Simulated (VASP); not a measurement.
# SnSe: structure and properties in VASP, part 5 of 7

What structure and properties does r2SCAN give SnSe, and how near are they to the measured ones? Left out of this account: at least 1 further run (core levels: core levels are not valid at this level). The start is a cell from a database of measured crystal structures.

VASP 6.6.1; r2SCAN; plane waves and PAW (Sn_d, Se).

So far, gap on the k-mesh (eV): step 2 (full relaxation (r2SCAN)) 1.23; step 3 (second relaxation) 1.10; step 6 (density of states (r2SCAN)) 1.08.

The database entry behind the starting cell differs from later determinations by our own check (an axis about 0.9 % long against later determinations), so it need not match the best structure at ambient conditions.

## Step 7: Zone-centre phonons (r2SCAN) (continued)

From OUTCAR (step 7):

```text
   NELECT =      80.0000    total number of electrons

 E-fermi :   4.7505

 k-point     1 :       0.0000    0.0000    0.0000
  band No.  band energies     occupation
    ...
     36       2.7448      2.00000
     37       3.0475      2.00000
     38       3.6461      2.00000
     39       3.8769      2.00000
     40       4.3774      2.00000
     41       5.7821      0.00000
     42       7.5984      0.00000
     43       7.6317      0.00000
     44       7.7392      0.00000
     45       7.9693      0.00000
    ...

  Total       -0.0197750      0.0451446      0.1116091      0.0000000      0.0000000      0.0091566
  in kB       -0.1400604      0.3197458      0.7904934      0.0000000      0.0000000      0.0648536
  external PRESSURE =       0.3233929 kB  Pullay stress =       0.0000000 kB

 POSITION                                       TOTAL-FORCE (eV/Angst)
 -----------------------------------------------------------------------------------
      1.41322      1.03311      0.54945        -0.000058      0.000000      0.008264
      4.44632      3.09932      2.88497         0.008256      0.000000     -0.044560
      7.27276      1.03311      1.78607         0.000551      0.000000     -0.008644
     10.30586      3.09932      4.12158        -0.005641      0.000000     -0.009450
      4.12200      1.03311      0.02164        -0.011734      0.000000      0.070184
      1.73755      3.09932      2.37216         0.004194      0.000000     -0.016285
      9.98154      1.03311      2.29888        -0.000100      0.000000      0.001845
      7.59709      3.09932      4.63439         0.004532      0.000000     -0.001354
 -----------------------------------------------------------------------------------
    total drift:                               -0.000010      0.000000      0.000070

  FREE ENERGIE OF THE ION-ELECTRON SYSTEM (eV)
  ---------------------------------------------------
  free  energy   TOTEN  =      -159.8183971241 eV

  energy  without entropy=     -159.8183971241  energy(sigma->0) =     -159.81839712

 Eigenvectors and eigenvalues of the dynamical matrix
 ----------------------------------------------------

   1 f  =    5.851454 THz    36.765772 2PiTHz  195.183509 cm-1    24.199660 meV
             X         Y         Z           dx          dy          dz
      1.413219  1.033107  0.549450    -0.284569   -0.000000   -0.095449
      4.446323  3.099321  2.884966    -0.284569    0.000000    0.095449
      7.272761  1.033107  1.786067     0.284569    0.000000   -0.095449
     10.305864  3.099321  4.121583     0.284569    0.000000    0.095449
      4.121996  1.033107  0.036641     0.371710   -0.000000   -0.147450
      1.737546  3.099321  2.372157     0.371710    0.000000    0.147450
      9.981537  1.033107  2.298876    -0.371710   -0.000000   -0.147450
      7.597088  3.099321  4.634392    -0.371710   -0.000000    0.147450

   2 f  =    4.787797 THz    30.082613 2PiTHz  159.703705 cm-1    19.800727 meV
             X         Y         Z           dx          dy          dz
      1.413219  1.033107  0.549450     0.098428   -0.000000   -0.266232
      4.446323  3.099321  2.884966     0.098428    0.000000    0.266232
      7.272761  1.033107  1.786067    -0.098428   -0.000000   -0.266232
     10.305864  3.099321  4.121583    -0.098428   -0.000000    0.266232
      4.121996  1.033107  0.036641    -0.145718   -0.000000   -0.384966
      1.737546  3.099321  2.372157    -0.145718    0.000000    0.384966
      9.981537  1.033107  2.298876     0.145718    0.000000   -0.384966
      7.597088  3.099321  4.634392     0.145718   -0.000000    0.384966

   3 f  =    4.787697 THz    30.081991 2PiTHz  159.700398 cm-1    19.800317 meV
             X         Y         Z           dx          dy          dz
      1.413219  1.033107  0.549450    -0.092159   -0.000000   -0.264537
      4.446323  3.099321  2.884966    -0.092159    0.000000    0.264537
      7.272761  1.033107  1.786067    -0.092159   -0.000000    0.264537
[...]
7.272761  1.033107  1.786067    -0.274972   -0.000000    0.046061
     10.305864  3.099321  4.121583     0.274972   -0.000000    0.046061
      4.121996  1.033107  0.036641     0.414992   -0.000000    0.007114
      1.737546  3.099321  2.372157    -0.414992    0.000000    0.007114
      9.981537  1.033107  2.298876     0.414992    0.000000   -0.007114
      7.597088  3.099321  4.634392    -0.414992    0.000000   -0.007114

   7 f  =    4.387390 THz    27.566785 2PiTHz  146.347581 cm-1    18.144779 meV
             X         Y         Z           dx          dy          dz
      1.413219  1.033107  0.549450    -0.304038   -0.000000   -0.208785
      4.446323  3.099321  2.884966     0.304038    0.000000   -0.208785
      7.272761  1.033107  1.786067     0.304038    0.000000   -0.208785
     10.305864  3.099321  4.121583    -0.304038   -0.000000   -0.208785
      4.121996  1.033107  0.036641     0.222745   -0.000000    0.253681
      1.737546  3.099321  2.372157    -0.222745    0.000000    0.253681
      9.981537  1.033107  2.298876    -0.222745    0.000000    0.253681
      7.597088  3.099321  4.634392     0.222745   -0.000000    0.253681

   8 f  =    4.315663 THz    27.116109 2PiTHz  143.955014 cm-1    17.848139 meV
             X         Y         Z           dx          dy          dz
      1.413219  1.033107  0.549450     0.303005   -0.000000   -0.067075
      4.446323  3.099321  2.884966     0.303005    0.000000    0.067075
      7.272761  1.033107  1.786067     0.303005    0.000000    0.067075
     10.305864  3.099321  4.121583     0.303005   -0.000000   -0.067075
      4.121996  1.033107  0.036641    -0.369846   -0.000000   -0.130010
      1.737546  3.099321  2.372157    -0.369846    0.000000    0.130010
      9.981537  1.033107  2.298876    -0.369846    0.000000    0.130010
      7.597088  3.099321  4.634392    -0.369846   -0.000000   -0.130010

   9 f  =    4.163025 THz    26.157059 2PiTHz  138.863577 cm-1    17.216882 meV
             X         Y         Z           dx          dy          dz
      1.413219  1.033107  0.549450     0.000000   -0.213808    0.000000
      4.446323  3.099321  2.884966    -0.000000    0.213808    0.000000
      7.272761  1.033107  1.786067     0.000000   -0.213808    0.000000
     10.305864  3.099321  4.121583    -0.000000    0.213808    0.000000
      4.121996  1.033107  0.036641    -0.000000   -0.451980   -0.000000
      1.737546  3.099321  2.372157    -0.000000    0.451980    0.000000
      9.981537  1.033107  2.298876    -0.000000   -0.451980    0.000000
      7.597088  3.099321  4.634392     0.000000    0.451980    0.000000

  10 f  =    4.017482 THz    25.242581 2PiTHz  134.008759 cm-1    16.614961 meV
             X         Y         Z           dx          dy          dz
      1.413219  1.033107  0.549450    -0.000000   -0.224008    0.000000
      4.446323  3.099321  2.884966    -0.000000    0.224008   -0.000000
      7.272761  1.033107  1.786067    -0.000000    0.224008   -0.000000
     10.305864  3.099321  4.121583    -0.000000   -0.224008    0.000000
      4.121996  1.033107  0.036641     0.000000   -0.447013    0.000000
      1.737546  3.099321  2.372157     0.000000    0.447013   -0.000000
      9.981537  1.033107  2.298876     0.000000    0.447013    0.000000
      7.597088  3.099321  4.634392     0.000000   -0.447013   -0.000000

  11 f  =    3.743153 THz    23.518923 2PiTHz  124.858140 cm-1    15.480429 meV
             X         Y         Z           dx          dy          dz
      1.413219  1.033107  0.549450    -0.000000    0.302021    0.000000
      4.446323  3.099321  2.884966    -0.000000    0.302021   -0.000000
      7.272761  1.033107  1.786067     0.000000   -0.302021    0.000000
     10.305864  3.099321  4.121583     0.000000   -0.302021   -0.000000
    [... 144 further lines ...]
      1.737546  3.099321  2.372157    -0.001793   -0.000000    0.318583
      9.981537  1.033107  2.298876    -0.001793   -0.000000    0.318583
      7.597088  3.099321  4.634392     0.001793   -0.000000    0.318583

 ELASTIC MODULI CONTR FROM IONIC RELAXATION (kBar)
 Direction    XX          YY          ZZ          XY          YZ          ZX
 --------------------------------------------------------------------------------
 XX        -688.1472   -124.5792   -105.9225      0.0000     -0.0000      0.0000
 YY        -124.5792   -163.0205   -240.6922     -0.0000     -0.0000     -0.0000
 ZZ        -105.9225   -240.6922   -421.7449     -0.0000     -0.0000      0.0000
 XY           0.0000     -0.0000     -0.0000    -63.1528      0.0000     -0.0000
 YZ          -0.0000     -0.0000     -0.0000      0.0000   -202.7667      0.0000
 ZX           0.0000     -0.0000      0.0000     -0.0000      0.0000    -65.9562
 --------------------------------------------------------------------------------

[... 9 parts as in an earlier step ...]

[... 8 further parts left out ...]
```

CONTCAR:

```
SnSe
   1.00000000000000
    11.7190832889000003    0.0000000000000000    0.0000000000000000
     0.0000000000000000    4.1324277340000002    0.0000000000000000
     0.0000000000000000    0.0000000000000000    4.6710327798000000
  Sn              Se
     4     4
Direct
     0.1205912524999988    0.2500000000000000    0.1176291927000008
     0.3794087475000012    0.7500000000000000    0.6176291927000008
     0.6205912524999988    0.2500000000000000    0.3823708072999992
     0.8794087475000012    0.7500000000000000    0.8823708072999992
     0.3517336131999969    0.2500000000000000    0.0046329230465543
     0.1482663868000031    0.7500000000000000    0.5078442042999995
     0.8517336131999969    0.2500000000000000    0.4921557957000005
     0.6482663868000031    0.7500000000000000    0.9921557957000005
```

The last energy, forces, stress and levels in OUTCAR belong to the last displaced cell, not to the cell of POSCAR.

Numbers from this step:

```yaml
bands: 49
irreducible_k_points: 24
pressure_of_the_cell: -0.007979 GPa
largest_force_of_the_cell: 0.009616 eV/Å
```

Transverse limit, no LO-TO splitting. Modes at Γ, with each element's share of the kinetic energy:

```
mode  frequency (cm⁻¹)  symmetry  Sn %  Se %
   1              -0.9  acoustic    59    41
   2              -0.3  acoustic    60    40
   3              -0.3  acoustic    60    40
   4              30.9        Bg    64    36
   5              34.8        Ag    64    36
   6              45.0        Bg    64    36
   7              53.3        Au    80    20
   8              56.9        Bg    82    18
   9              65.6        Bu    70    30
  10              69.1        Ag    66    34
  11              71.5        Bu    60    40
  12              77.4        Bg    68    32
  13             119.4        Bu    40    60
  14             124.9        Bg    36    64
  15             134.0        Au    20    80
  16             138.9        Bg    18    82
  17             144.0        Bu    39    61
  18             146.3        Bu    54    46
  19             148.1        Ag    31    69
  20             150.0        Bu    26    74
  21             153.0        Ag    39    61
  22             159.7        Bu    31    69
  23             159.7        Bg    32    68
  24             195.2        Bg    36    64
```

Displacements in mode 4 (30.9 cm⁻¹), the largest set to 1:
```
Sn1  0.00  1.00  0.00
Sn2  0.00  1.00  0.00
Sn3  0.00 -1.00  0.00
Sn4  0.00 -1.00  0.00
Se5  0.00  0.93  0.00
Se6  0.00  0.93  0.00
Se7  0.00 -0.93  0.00
Se8  0.00 -0.93  0.00
```

Displacements in mode 24 (195.2 cm⁻¹), the largest set to 1:
```
Sn1 -0.62  0.00 -0.21
Sn2 -0.62  0.00  0.21
Sn3  0.62  0.00 -0.21
Sn4  0.62  0.00  0.21
Se5  1.00  0.00 -0.40
Se6  1.00  0.00  0.40
Se7 -1.00  0.00 -0.40
Se8 -1.00  0.00  0.40
```

The three acoustic modes lie within 0.9 cm⁻¹ of zero, and no other lies below -15 cm⁻¹; the softest, at 31 cm⁻¹, is too soft for its sign to be sure. By the characters of their eigenvectors the optical modes sort into (cm⁻¹) Raman active: Bg 31, Ag 35, Bg 45, Bg 57, Ag 69, Bg 77, Bg 125, Bg 139, Ag 148, Ag 153 and more; infrared active: Bu 66, Bu 72, Bu 119, Bu 144, Bu 146, Bu 150, Bu 160; silent: Au 53, Au 134. B labels carry no number here, since it depends on the setting of the axes. With a centre of inversion no mode is active in both.

## Step 8: Volume scan with r2SCAN

An equation of state needs energies on both sides of the minimum, all on one mesh and cutoff.

Input file INCAR:

```
SYSTEM = SnSe
PREC = Accurate
ENCUT = 400
EDIFF = 1E-06
NELM = 100
ISMEAR = 0
SIGMA = 0.05
LREAL = .FALSE.
ALGO = Normal
METAGGA = R2SCAN
LASPH = .TRUE.
NBANDS = 49
LORBIT = 11
LWAVE = .FALSE.
LCHARG = .FALSE.
KPAR = 4
ISIF = 2
```

Input file POSCAR:

```
SnSe
1.0
   11.4798511967      0.0000000000      0.0000000000
    0.0000000000      4.0480688035      0.0000000000
    0.0000000000      0.0000000000      4.5756788244
Sn Se
4 4
Direct
    0.1205912525      0.2500000000      0.1176291927
    0.3794087475      0.7500000000      0.6176291927
    0.6205912525      0.2500000000      0.3823708073
    0.8794087475      0.7500000000      0.8823708073
    0.3517336132      0.2500000000      0.0078442043
    0.1482663868      0.7500000000      0.5078442043
    0.8517336132      0.2500000000      0.4921557957
    0.6482663868      0.7500000000      0.9921557957
```

Input file KPOINTS:

```
Automatic mesh
0
Gamma
2 6 5
0 0 0
```

The projector-augmented-wave data sets are Sn_d and Se (PBE family, release 64).

Launch:

```sh
> mpirun -np 4 vasp_std
```

Log:

```text
[... set-up lines as in an earlier step ...]
 entering main loop
       N       E                     dE             d eps       ncg     rms          rms(c)
DAV:   1     0.682445293244E+03    0.68245E+03   -0.32999E+04  2496   0.184E+03
DAV:   2    -0.361361741034E+02   -0.71858E+03   -0.69622E+03  2408   0.545E+02
DAV:   3    -0.164641500147E+03   -0.12851E+03   -0.12363E+03  2837   0.196E+02
DAV:   4    -0.172688418800E+03   -0.80469E+01   -0.79408E+01  2787   0.514E+01
DAV:   5    -0.172961988405E+03   -0.27357E+00   -0.27319E+00  2827   0.977E+00    0.827E+00
DAV:   6    -0.159604367516E+03    0.13358E+02   -0.41407E+00  3257   0.188E+01    0.558E+00
DAV:   7    -0.159653135721E+03   -0.48768E-01   -0.91967E-01  2868   0.420E+00    0.190E+00
DAV:   8    -0.159665882279E+03   -0.12747E-01   -0.45050E-02  3077   0.149E+00    0.627E-01
DAV:   9    -0.159669128379E+03   -0.32461E-02   -0.12747E-02  2607   0.433E-01    0.242E-01
DAV:  10    -0.159669386036E+03   -0.25766E-03   -0.13055E-03  3226   0.283E-01    0.104E-01
DAV:  11    -0.159669576854E+03   -0.19082E-03   -0.44308E-04  2852   0.112E-01    0.214E-02
DAV:  12    -0.159669580923E+03   -0.40693E-05   -0.44582E-05  3334   0.449E-02    0.146E-02
DAV:  13    -0.159669582290E+03   -0.13670E-05   -0.11402E-05  2615   0.191E-02    0.258E-03
DAV:  14    -0.159669581836E+03    0.45412E-06   -0.89055E-07  1557   0.676E-03
   1 F= -.15966958E+03 E0= -.15966958E+03  d E =-.508809E-13
```

Run time: 2.9 min. Hardware: 4 MPI ranks of Intel Xeon Platinum 8488C (Sapphire Rapids), shared host; peak memory 1.4 GiB; 11 min of CPU time.

OUTCAR, selected parts (step 8):

```text
   ENCUT  =  400.0 eV  29.40 Ry    5.42 a.u.  18.72  6.60  7.46*2*pi/ulx,y,z

   NELECT =      80.0000    total number of electrons

 E-fermi :   5.5913

 k-point     1 :       0.0000    0.0000    0.0000
  band No.  band energies     occupation
    ...
     36       3.2404      2.00000
     37       3.5991      2.00000
     38       4.3140      2.00000
     39       4.5064      2.00000
     40       5.0947      2.00000
     41       6.4077      0.00000
     42       8.2532      0.00000
     43       8.3952      0.00000
     44       8.4135      0.00000
     45       8.7085      0.00000
    ...

  Total        4.7315508      4.9594532      4.5291091      0.0000000     -0.0000000      0.0000000
  in kB       35.6512212     37.3684172     34.1258665      0.0000000     -0.0000000      0.0000000
  external PRESSURE =      35.7151683 kB  Pullay stress =       0.0000000 kB

 POSITION                                       TOTAL-FORCE (eV/Angst)
 -----------------------------------------------------------------------------------
      1.38437      1.01202      0.53823        -0.368136     -0.000000     -0.261784
      4.35556      3.03605      2.82607         0.368136      0.000000     -0.261784
      7.12430      1.01202      1.74961        -0.368136      0.000000      0.261784
     10.09548      3.03605      4.03745         0.368136      0.000000      0.261784
      4.03785      1.01202      0.03589         0.216153     -0.000000      0.243292
      1.70208      3.03605      2.32373        -0.216153      0.000000      0.243292
      9.77778      1.01202      2.25195         0.216153      0.000000     -0.243292
      7.44200      3.03605      4.53979        -0.216153     -0.000000     -0.243292
 -----------------------------------------------------------------------------------
    total drift:                               -0.000000      0.000000      0.000000

  FREE ENERGIE OF THE ION-ELECTRON SYSTEM (eV)
  ---------------------------------------------------
  free  energy   TOTEN  =      -159.6695818357 eV

  energy  without entropy=     -159.6695818357  energy(sigma->0) =     -159.66958184

[... 5 parts as in an earlier step ...]

[... 11 further parts left out ...]
```

The scan keeps the cell's shape and the fractional positions fixed.

Numbers from this step:

| Quantity | Value |
| --- | --- |
| SCF cycles | 14 |
| free energy (TOTEN) | -159.6696 eV |
| Fermi energy | 5.591 eV |
| pressure | 3.572 GPa |
| valence top at k | 0, 0, 0.4 |
| conduction bottom at k | 0, 0.3333, 0 |
| least direct gap at k | 0, 0.3333, 0 |
| gap on the k-mesh | 0.9638 eV |
| least direct gap on the k-mesh | 1.286 eV |

Force by atom:

```
atom  x (eV/Å)  y (eV/Å)  z (eV/Å)   size
 Sn1    -0.368     0.000    -0.262  0.452
 Sn2     0.368     0.000    -0.262  0.452
 Sn3    -0.368     0.000     0.262  0.452
 Sn4     0.368     0.000     0.262  0.452
 Se5     0.216     0.000     0.243  0.325
 Se6    -0.216     0.000     0.243  0.325
 Se7     0.216     0.000    -0.243  0.325
 Se8    -0.216     0.000    -0.243  0.325
```

The pressure here is 3.57 GPa.

(Continued in part 6 of 7.)

[Lines on the potential files, build, host, timing and source positions are cut from VASP's logs without a mark.]

[Logs are printed without paths, hosts, clocks, repeated set-up lines and the standing remarks that a program may print on its own settings, such as how far it seeks lower states.]

[Hosts, paths, dates, database ids (printed as entryN), source tags and the programs' standing remarks are cut or masked in the printed files.]

[A measured line is paired with the nearest computed mode of its activity, which favours agreement.]

[In band tables of VASP the shares of atoms and orbitals are scaled to a sum of 1 inside the atoms' spheres.]
